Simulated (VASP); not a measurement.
Data:

```
PbTe
1.0
    4.56904     0.00000     0.00000
    0.00000     4.56904     0.00000
    0.00000     0.00000     8.04520
Pb Te
2 2
Cartesian
  0.00000   2.28452   0.00000
  2.28452   0.00000   4.02260
  0.00000   0.00000   2.01130
  0.00000   0.00000   6.03390
```

The numbers are results of PBE GGA, VASP's PBE PAW potentials (set 64) (plane waves; VASP 6.6.1), not measurements. Numerical set-up: 400 eV cut-off, 5×5×3 Γ-centred mesh, Fermi-Dirac smearing of 0.010 eV, potentials Pb_d Te.

Unless said otherwise, spin-orbit coupling is left out, though it shifts the bands of the heavy elements here.

Task: Predict the energy per atom (σ→0), pressure, band gap (on the k-mesh) with the smallest direct gap where there is one.

Result: 
| Item | Result |
|---|---|
| band gap (on the k-mesh) | none (metal, semimetal or under 0.01 eV) |
| energy per atom (σ→0) | -3.285 eV/atom |
| pressure | 3.19 GPa |

The structure was generated: TePb was put into the PtS type (P4_2/mmc), which need not be its known phase. The cell was not relaxed at this level. The run is one of a series of settings (ISMEAR = -1, SIGMA = 0.01 against the base run), some of them coarse on purpose.
